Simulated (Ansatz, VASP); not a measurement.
# WC (Qusongite): VASP beside Ansatz

One calculation is typed for both programs; each brings its own data sets. How far apart do they land? Of the first pair: The structure shown is the end of the Ansatz relaxation below.

Method: plane waves, with VASP 6.6.1 beside it; single point at LDA and zone-centre phonons at LDA, in Ansatz 0.2.0.

**1. The starting structure**

The structure is hexagonal, space group P-6m2 (No. 187). Conventional cell: a = 2.890 Å, b = 2.890 Å, c = 2.785 Å, α = 90.00°, β = 90.00°, γ = 120.00°. Nearest to C lie 6 W at 2.17 Å. Nearest to W lie 6 C at 2.17 Å. Farther neighbours are not listed.

**2. Ansatz: relaxation, LDA**

Ansatz runs on its PAW soft_1 files.

This run makes the geometry at which the two programs are then compared.

Contents of input.yaml:

```yaml
crystal:
  lattice:
    - [2.8839292824, 0.0, 0.0]
    - [-1.4419646412, 2.4975560213, 0.0]
    - [0.0, 0.0, 2.7847047172]
  atoms:
    - { symbol: C, position: [0.6666666667, 0.3333333333, 0.5] }
    - { symbol: W, position: [0.0, 0.0, 0.0] }
kpoints:
  mp_grid: { grid: [18, 18, 16] }
hamiltonian:
  xc: lda
  pseudopotentials: { kind: paw, azcp: { folder: soft_1 }, xc_functional: pbe }
scf:
  occupations: { method: methfessel_paxton, width: 0.2 }
output:
  forces: true
  stress: true
  eigenvalues: true
relax:
  adjacent_minimum: "off"
  f_tol: 0.001
  max_steps: 60
  cell: { stress_tol: 0.01, fix: [c, angles] }
```

The run is started by

```
$ ansatz run input.yaml --threads 4 --pin off --max-ram 10240MiB --backend cpu --events-out ev --progress --plain --runs-dir out
```

Numbers of over 12 decimals in the logs are rounded to 6 here.

What it wrote:

```text
Warning: crystal.symmetry: narrowed to the stabiliser of the fixed cell quantities (relax.cell.fix) — unitary ops 12 → 4. The narrowing is safe, since a smaller group never makes results wrong: the run goes on under it, on as many k-points as the starting group would need, or more. Excluded: 8 operations that would move a fixed cell quantity at a test strain (relax.cell.fix fixes c, alpha, beta, gamma). The cell can leave their symmetry as it relaxes.
Engine: ansatz 0.2.0, aarch64-unknown-linux-gnu
Pseudopotentials: kind: paw
Pseudopotential: C, paw, valence charge 4, recommended cutoff 420 eV (normal), soft_1/C.paw.azcp
Pseudopotential: W, paw, valence charge 14, recommended cutoff 420 eV (normal), soft_1/W.paw.azcp
Functional definition: SPW92
  exchange = slater_x
  correlation = pw_c
Crystal: 2 atoms, lattice volume = 20.058 Å³
Basis set: ecut = 420 eV, 405 PW (Γ)
Bands: 13, of which v1, the nominal top of the filled ones, is band 9 counted from 1 (8 counted from 0)
Symmetry: 4 space group operations
k-points: 819 of 5184 (time reversal used)
Non-local potential: C, projectors of the file, l = 0: 2, l = 1: 2, l = 2: 1
Non-local potential: W, projectors of the file, l = 0: 3, l = 1: 2, l = 2: 2, l = 3: 1
PAW form: soft (Blöchl's): semilocal exchange-correlation on the pseudo side does not see the compensation charge
PAW frozen core: C, regenerated for the run's functional, and the local potential with it (the file was generated under x = pbe(κ = 0.804, μ = 0.219515), c = pbe(β = 0.066725))
PAW frozen core: W, regenerated for the run's functional, and the local potential with it (the file was generated under x = pbe(κ = 0.804, μ = 0.219515), c = pbe(β = 0.066725))
PAW one-centre angular grid: C, 110 points (default); XC on 64 Gauss nodes
PAW one-centre angular grid: W, 590 points (default); XC on 64 Gauss nodes
Initial density: superposition of atomic densities (chi_scale 0.1, normalization cell, long waves kept (reshape's long-wave potential 0.00 eV rms))
Initial wavefunctions: pseudopotential atomic-orbital guess
Functional: x = slater, c = lda
SCF iter   1: F=—  HF=-10375.437738 eV  |F-HF|=—  |Δ(HF+E_count)|=         —  Δρ=1.36e-1  dr2=4.86e0  ethr=3.10e-3  ⟨swp⟩=5.0  Hψ=53075  notcnv=0
preconditioner: auto → none  [metal: Δε(μ)=0.030 eV  Ē_g=11.048 eV  σ=0.200 eV  W_gap=0.13  n_scr=8 (ndim 8)  ℏωp=26.2 eV  f_vac=0.000  D(μ)=0.22/eV (n_scr^D=0)  sad-step TF]
SCF iter   2: F=—  HF=-10374.813903 eV  |F-HF|=—  |Δ(HF+E_count)|=   6.24e-1  S|Δr|=    0.00e0  Δρ=9.50e-2  dr2=2.45e0  ethr=3.10e-3  ⟨swp⟩=2.0  Hψ=20297  notcnv=0
SCF iter   3: F=—  HF=-10374.173230 eV  |F-HF|=—  |Δ(HF+E_count)|=   6.41e-1  S|Δr|=    0.00e0  Δρ=6.94e-3  dr2=7.79e-3  ethr=3.10e-3  ⟨swp⟩=2.2  Hψ=18320  notcnv=0
SCF iter   4: F=—  HF=-10374.173322 eV  |F-HF|=—  |Δ(HF+E_count)|=   9.30e-5  S|Δr|=    0.00e0  Δρ=1.11e-3  dr2=9.77e-5  ethr=4.33e-5  ⟨swp⟩=1.4  Hψ=18770  notcnv=0
SCF iter   5: F=—  HF=-10374.173381 eV  |F-HF|=—  |Δ(HF+E_count)|=   5.83e-5  S|Δr|=    0.00e0  Δρ=1.44e-4  dr2=2.37e-6  ethr=5.43e-7  ⟨swp⟩=2.3  Hψ=15781  notcnv=0
SCF iter   6: F=-10374.173381 eV  HF=-10374.173381 eV  |F-HF|=9.79e-9  |Δ(HF+E_count)|=   3.87e-8  S|Δr|=    0.00e0  Δρ=1.94e-5  dr2=3.02e-8  ethr=5.56e-10  ⟨swp⟩=6.8  Hψ=53598  notcnv=0
SCF 1 converged in 6 iterations: F = -10374.173381 eV  dr2 = 3.02e-8
  greatest PAW one-centre occupation: 0.999 electrons in one spin orbital (limit 2), on the W atom at site 1 (counted from 0), in its partial waves of l = 0
relax step   1: F+E_penalty+E_count = -10374.17338077 eV  Δ(F+E_penalty+E_count) = +0.000e0 eV  max|allowed force component| = 1.278e-6 eV/Å  Δτ_max = 0.0000 Å  P = +4.858 GPa  Ω = 20.058 Å³  fix = [c, alpha, beta, gamma]  reactions: c +10.451 GPa; gamma +0.000 GPa/rad  (6 SCF iters, dr2 threshold 1.00e-7 eV, accepted)
[...]
relax step   3: F+E_penalty+E_count = -10374.17376689 eV  Δ(F+E_penalty+E_count) = -4.294e-4 eV  max|allowed force component| = 5.351e-7 eV/Å  Δτ_max = 0.0000 Å  P = +3.177 GPa  Ω = 20.139 Å³  energy of the carried Pulay correction = -1.295e-4 eV  fix = [c, alpha, beta, gamma]  reactions: c +9.559 GPa; gamma -0.000 GPa/rad  (3 SCF iters, dr2 threshold 2.00e-7 eV, accepted)
[...]
relax step   4: F+E_penalty+E_count = -10374.17376788 eV  Δ(F+E_penalty+E_count) = -9.827e-7 eV  max|allowed force component| = 3.035e-7 eV/Å  Δτ_max = 0.0000 Å  P = +3.189 GPa  Ω = 20.138 Å³  energy of the carried Pulay correction = -1.287e-4 eV  fix = [c, alpha, beta, gamma]  reactions: c +9.568 GPa; gamma -0.000 GPa/rad  (3 SCF iters, dr2 threshold 4.70e-10 eV, accepted)
[...]
relax step   5: F+E_penalty+E_count = -10374.17389710 eV  Δ(F+E_penalty+E_count) = -1.292e-4 eV  max|allowed force component| = 3.288e-7 eV/Å  Δτ_max = 0.0000 Å  P = +3.197 GPa  Ω = 20.138 Å³  fix = [c, alpha, beta, gamma]  reactions: c +9.571 GPa; gamma -0.000 GPa/rad  stress off target by 1.03e-2 GPa on what of the cell is left free  SCF on the basis re-selected at this cell (its energy is not comparable with the rows above)  (4 SCF iters)
[...]
relax step   6: F+E_penalty+E_count = -10374.17389647 eV  Δ(F+E_penalty+E_count) = +6.232e-7 eV  max|allowed force component| = 2.921e-7 eV/Å  Δτ_max = 0.0000 Å  P = +3.189 GPa  Ω = 20.138 Å³  energy of the carried Pulay correction = -6.364e-7 eV  fix = [c, alpha, beta, gamma]  reactions: c +9.567 GPa; gamma -0.000 GPa/rad  (3 SCF iters, dr2 threshold 2.67e-10 eV, accepted)
[...]
relax step   7: F+E_penalty+E_count = -10374.17389817 eV  Δ(F+E_penalty+E_count) = -1.699e-6 eV  max|allowed force component| = 2.912e-7 eV/Å  Δτ_max = 0.0000 Å  P = +3.189 GPa  Ω = 20.138 Å³  fix = [c, alpha, beta, gamma]  reactions: c +9.567 GPa; gamma -0.000 GPa/rad  stress off target by 2.95e-4 GPa on what of the cell is left free  SCF on the basis re-selected at this cell (its energy is not comparable with the rows above)  (3 SCF iters)
basis re-selected at this cell: Δ(F+E_penalty+E_count) = -1.699e-6 eV, ΔP = +0.000 GPa vs the last step (what re-selecting the basis moved, of the pressure what is left beyond the Pulay correction that the steps carried, after the strain that the cell walked since its last selection, with what the two solves' SCF thresholds leave and, on support functions, any second-order correction that the steps lacked; it is no m [...]
SCF converged after 3 iterations
Stability not checked: this state was not tested for a lower state beside it, because cold or Methfessel-Paxton smearing, or corrected tetrahedra, fill the levels in a way that the test cannot read (fill_not_monotonic; see scf.lower_state_search)
Free energy (F): -10374.173898 eV
Harris-Foulkes:  -10374.173898 eV  (|F-HF|=3.64e-12)
Internal energy: -10374.173302 eV  (E = F + TS)
E sigma→0 (E₀):  -10374.173749 eV
Entropy (-TS):   -0.000596 eV (-0.298 meV/atom)
Fermi energy:    20.835343 eV
--- Per-component energies (eV) ---
  E_band       = -54.275980
  E_kinetic    = 512.754634
  E_local      = -588.350951  (includes V_loc(G=0)·N_el)
  E_nonlocal   = 4.061099
  E_hartree    = 242.514424
  E_xc         = -314.717856
  E_vxc        = -292.020358  (∫ρ·V_xc dr)
  E_paw        = -8416.865014  (= ΣΔE_a)
  E_vpaw       = -175.749407  (= ΣTr[D̂ρ^β])
  E_aug_tail   = 0.000157  (compensation charges beyond the density's cutoff)
  E_ewald      = -1813.915876
  E_core_change = 0.346082  (= ΣΔE_core)
  E_smearing   = -0.000596  (= −TS)
  E_closure    = 0.000000  (closes the sum)
  Σ components = -10374.173898   (vs F -10374.173898, Δ=0.00e0)
--- Forces (eV/Å), atoms counted from 1 ---
  atom   1  C      0.00000027    -0.00000016    -0.00000000
  atom   2  W     -0.00000031     0.00000018     0.00000000
  max |Σ_I F_I| component: 3.66e-8 eV/Å
--- Stress (GPa, compression-positive) ---
        0.000294       0.000002      -0.000000
        0.000002       0.000296       0.000000
       -0.000000       0.000000       9.567114
  P = ⅓ Tr σ = 3.1892 GPa (31.892 kbar)
--- Band table (eV; the first three rows and the last of 819) ---
  k-point 0: bands = [... 5 lower, 16.3467, 17.2615, 17.2615, 21.0640, 24.1774, 24.1774, 26.6354, 26.6354]
  k-point 1: bands = [... 5 lower, 16.3209, 17.3075, 17.3075, 21.0349, 23.7948, 23.7948, 26.8735, 26.8735]
  k-point 2: bands = [... 5 lower, 16.1874, 17.4419, 17.4419, 21.0441, 23.0007, 23.0007, 27.2033, 27.2033]
  k-point 818: bands = [... 5 lower, 14.2014, 16.2465, 16.6829, 21.2474, 25.3387, 26.4243, 27.7862, 30.2641]
--- Relaxed structure (5 steps of the walk, 5 accepted, 2 SCFs on fresh bases) ---
  F+E_penalty+E_count = -10374.17389817 eV   max|allowed force component| = 2.912e-7 eV/Å   (the final SCF, on the basis selected at the relaxed cell)
  cell:  # Å, volume = 20.1385 Å³
    - [2.889738, -1.1082946561121347e-18, 0]
    - [-1.444869, 2.502586, 0]
    - [0, 0, 2.7847047172]
  atoms:
    - { symbol: C, position: [0.666667, 0.333333, 0.5] }
    - { symbol: W, position: [2.0294263951229234e-9, -2.0294264321303575e-9, 0] }
```

Reading the cycles: dr2 is the Hartree energy of the density residual (eV), the measure of convergence; HF is the Harris–Foulkes estimate of the energy, which meets the free energy F at convergence.

**3. VASP: single point, LDA**

The same cell, functional (in two slightly different forms), mesh and smearing now go to VASP, with its own data sets.

Lines of VASP's logs that name or quote its potential files are left out, and so is its time.

Contents of INCAR:

```
SYSTEM = WC
PREC = Accurate
ENCUT = 600
EDIFF = 1E-06
NELM = 120
ISMEAR = 1
SIGMA = 0.2
LREAL = .FALSE.
ALGO = Normal
GGA = CA
NBANDS = 11
LASPH = .TRUE.
LORBIT = 11
LWAVE = .FALSE.
LCHARG = .FALSE.
ISIF = 2
GGA_COMPAT = .FALSE.
KPAR = 2
```

Contents of POSCAR:

```
WC
1.0
    2.8897376397      0.0000000000      0.0000000000
   -1.4448688198      2.5025862063      0.0000000000
    0.0000000000      0.0000000000      2.7847047172
C W
1 1
Direct
    0.6666666646      0.3333333354      0.5000000000
    0.0000000020      0.9999999980      0.0000000000
```

Contents of KPOINTS:

```
Automatic mesh
0
Gamma
18 18 16
0 0 0
```

PAW data sets: C and W (LDA family, release 64).

The run is started by

```
$ mpirun -np 2 vasp_std
```

What it wrote:

```text
[banner, memory and clock lines left out]
running    2 mpi-ranks, on    1 nodes
 distrk:  each k-point on    1 cores,    2 groups
 distr:  one band on    1 cores,    1 groups

 POSCAR found type information on POSCAR C W
 POSCAR found :  2 types and       2 ions
 LDA part: xc-table for (Slater(with rela. corr.)+CA(PZ))
 , standard interpolation
 POSCAR, INCAR and KPOINTS ok, starting setup
 FFT: planning ... GRIDC
 FFT: planning ... GRID_SOFT
 FFT: planning ... GRID
 WAVECAR not read
 entering main loop
       N       E                     dE             d eps       ncg     rms          rms(c)
DAV:   1     0.229209147858E+02    0.22921E+02   -0.55136E+03  7334   0.929E+02
DAV:   2    -0.260957059228E+02   -0.49017E+02   -0.46843E+02  8657   0.202E+02
DAV:   3    -0.279730794473E+02   -0.18774E+01   -0.18594E+01  9056   0.336E+01
DAV:   4    -0.279826012313E+02   -0.95218E-02   -0.95200E-02  7932   0.281E+00
DAV:   5    -0.279826319071E+02   -0.30676E-04   -0.30674E-04  8703   0.163E-01    0.356E+01
DAV:   6    -0.249394323566E+02    0.30432E+01   -0.13702E+01  8389   0.224E+01    0.113E+01
DAV:   7    -0.248550658822E+02    0.84366E-01   -0.68048E-01  7500   0.674E+00    0.851E+00
DAV:   8    -0.248101385232E+02    0.44927E-01   -0.10435E-01  8048   0.242E+00    0.253E+00
DAV:   9    -0.248032665359E+02    0.68720E-02   -0.15943E-02  7977   0.810E-01    0.107E-01
DAV:  10    -0.248031890657E+02    0.77470E-04   -0.76449E-04  8304   0.244E-01    0.160E-01
DAV:  11    -0.248031743484E+02    0.14717E-04   -0.83778E-05  8730   0.630E-02    0.757E-03
DAV:  12    -0.248031733085E+02    0.10400E-05   -0.47178E-06  7705   0.153E-02    0.835E-03
DAV:  13    -0.248031732911E+02    0.17413E-07   -0.22876E-07  3867   0.486E-03
   1 F= -.24803173E+02 E0= -.24802908E+02  d E =-.797190E-03
```

OUTCAR, selected parts (step 3):

```text
ion  position               nearest neighbor table
   1  0.667  0.333  0.500-   2 2.17   2 2.17   2 2.17   2 2.17   2 2.17   2 2.17
   2  0.000  1.000  0.000-   1 2.17   1 2.17   1 2.17   1 2.17   1 2.17   1 2.17

  LATTYP: Found a hexagonal cell.
 ALAT       =     2.8897376397
 C/A-ratio  =     0.9636531286

 Subroutine GETGRP returns: Found 12 space group operations
 (whereof 12 operations were pure point group operations)

The static configuration has the point symmetry D_3h.

 Found    333 irreducible k-points:

   k-points           NKPTS =    333   k-points in BZ     NKDIM =    333   number of bands    NBANDS=     11

   dimension x,y,z NGX =    24 NGY =   24 NGZ =   24
   dimension x,y,z NGXF=    48 NGYF=   48 NGZF=   48

   ENCUT  =  600.0 eV  44.10 Ry    6.64 a.u.   5.77  5.77  5.56*2*pi/ulx,y,z

   NELECT =      10.0000    total number of electrons

 k-points in reciprocal lattice and weights: Automatic mesh
   0.00000000  0.00000000  0.00000000       0.000
   0.05555556  0.00000000  0.00000000       0.001
   0.11111111  0.00000000  0.00000000       0.001
   0.16666667 -0.00000000  0.00000000       0.001
   0.22222222 -0.00000000  0.00000000       0.001
   0.27777778 -0.00000000  0.00000000       0.001
   0.33333333 -0.00000000  0.00000000       0.001
   0.38888889 -0.00000000  0.00000000       0.001
   0.44444444 -0.00000000  0.00000000       0.001
[...]
0.33333333  0.27777778  0.50000000       0.002
   0.33333333  0.33333333  0.50000000       0.000

 average (electrostatic) potential at core
       1 -49.8449       2 -37.1086

 E-fermi :   8.6841

 k-point     1 :       0.0000    0.0000    0.0000
  band No.  band energies     occupation
      1      -5.8381      2.00000
      2       4.1860      2.00000
      3       5.1140      2.00000
      4       5.1140      2.00000
      5       8.9642     -0.06350
      6      11.9949     -0.00000
      7      11.9949     -0.00000
      8      14.5302      0.00000
      9      14.5302      0.00000
    ...

 k-point     2 :       0.0556    0.0000    0.0000
  band No.  band energies     occupation
      1      -5.7574      2.00000
      2       4.2088      2.00000
      3       5.0049      2.00000
      4       5.1934      2.00000
      5       8.6841      1.00022
      6      11.9649     -0.00000
      7      12.3016     -0.00000
      8      14.3645      0.00000
      9      14.4693      0.00000
     10      15.6614      0.00000
    ...

 k-point     3 :       0.1111    0.0000    0.0000
  band No.  band energies     occupation
      1      -5.5212      2.00000
      2       4.1508      2.00000
      3       4.8430      2.00000
      4       5.4261      2.00000
      5       8.0676      2.00012
      6      11.8798     -0.00000
      7      12.9873      0.00000
      8      13.9223      0.00000
      9      14.3027      0.00000
     10      16.3306      0.00000
    ...

  Total        0.0804495      0.0804495      1.3099468      0.0000000      0.0000000      0.0000000
  in kB        6.4004029      6.4004029    104.2167743      0.0000000      0.0000000      0.0000000
  external PRESSURE =      39.0058600 kB  Pullay stress =       0.0000000 kB

  energy-cutoff  :      600.00
  volume of cell :       20.14
      direct lattice vectors                 reciprocal lattice vectors
     2.889737640  0.000000000  0.000000000     0.346052177  0.199793317  0.000000000
    -1.444868820  2.502586206  0.000000000     0.000000000  0.399586635  0.000000000
     0.000000000  0.000000000  2.784704717     0.000000000  0.000000000  0.359104502

 POSITION                                       TOTAL-FORCE (eV/Angst)
 -----------------------------------------------------------------------------------
      1.44487      0.83420      1.39235         0.000000      0.000000      0.000000
     -1.44487      2.50259      0.00000        -0.000000      0.000000      0.000000
 -----------------------------------------------------------------------------------
    total drift:                                0.000003     -0.000002     -0.000000

  FREE ENERGIE OF THE ION-ELECTRON SYSTEM (eV)
  ---------------------------------------------------
  free  energy   TOTEN  =       -24.8031732911 eV

  energy  without entropy=      -24.8023761012  energy(sigma->0) =      -24.80290756

 total charge
# of ion       s       p       d       tot
------------------------------------------
    1        0.848   1.600   0.000   2.449
    2        0.644   0.917   4.454   6.014
--------------------------------------------------
tot          1.492   2.517   4.454   8.463

[... 3 further parts left out ...]
```

The run ends at a pressure of 3.90 GPa.

**4. Side by side**

Known differences besides the potentials themselves: the two LDA forms differ slightly; the data sets hold 18 valence electrons in Ansatz (on its PAW soft_1 files) and 10 in VASP; the cutoff is 420 eV in Ansatz and 600 eV in VASP; VASP's log shows a relativistic correction to its local exchange, Ansatz's none; Ansatz's pressure holds a Pulay correction, VASP's none. Total energies have different zeros and are not compared.

Both answers:

```
      quantity  Ansatz  VASP  difference
pressure (GPa)    3.19  3.90       -0.71
```

(Part 1 of 2 ends here.)

[Lines on the potential files, build, host, timing and source positions are cut from VASP's logs without a mark.]

[Logs are printed without paths, hosts, clocks, repeated set-up lines and the standing remarks that a program may print on its own settings, such as how far it seeks lower states.]

[Hosts, paths, dates, database ids (printed as entryN), source tags and the programs' standing remarks are cut or masked in the printed files.]
